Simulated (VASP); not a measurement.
Input:

```
CELL_PARAMETERS angstrom
      1.48410    -2.57054     0.00000
      1.48410     2.57054     0.00000
      0.00000     0.00000     2.89680
ATOMIC_POSITIONS crystal
  W  0.00000 0.00000 0.00000
  C  0.33333 0.66667 0.50000
```

Calculation: PBE GGA + U (Dudarev), VASP's PBE PAW potentials (set 64) (plane waves; VASP). Run with 520 eV cut-off, 13×13×11 Γ-centred mesh, first-order Methfessel-Paxton smearing of 0.10 eV, potentials W_sv C, U − J: W 3.00 eV.

Task: Give the stress tensor in GPa (positive for a compressed cell).

Result: 
```
 -9.58    0.00    0.00
  0.00   -9.58    0.00
  0.00    0.00  -12.15
```
The pressure is its mean diagonal, -10.44 GPa.

The compound is WC in the wc structure. The cell was not relaxed at this level. The run is one of a series of settings (LDAU = .TRUE., LDAUJ = 0 0, LDAUL = 2 -1, LDAUTYPE = 2, LDAUU = 3.0 0 against the base run), some of them coarse on purpose.
